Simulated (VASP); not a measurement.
Here is the system:

```
CELL_PARAMETERS angstrom
      0.00000     3.61878     3.61878
      3.61878     0.00000     3.61878
      3.61878     3.61878     0.00000
ATOMIC_POSITIONS crystal
  K  0.00000 0.00000 0.00000
  I  0.50000 0.50000 0.50000
```

Level of theory: TPSS meta-GGA, VASP's PBE PAW potentials (set 64) (plane waves; VASP 6.6.1). Settings: 520 eV cut-off, 6×6×6 Γ-centred mesh, Gaussian smearing of 0.050 eV, potentials K_sv I.

Unless said otherwise, spin-orbit coupling is left out, though it shifts the bands of the heavy elements here.

Task: What does the run give for the energy per atom (σ→0), band gap (on the k-mesh) with the smallest direct gap where there is one?

Result: 
```
Quantity                                     Result
-----------------------------------  --------------
band gap (on the k-mesh)                    4.24 eV
smallest direct gap (on the k-mesh)         4.24 eV
energy per atom (σ→0)                -9.988 eV/atom
```

The absolute energy has meaning only against runs of the same code, potentials and settings.

The compound is KI in the rock salt structure. It was relaxed first, which changed the volume by +7 %.
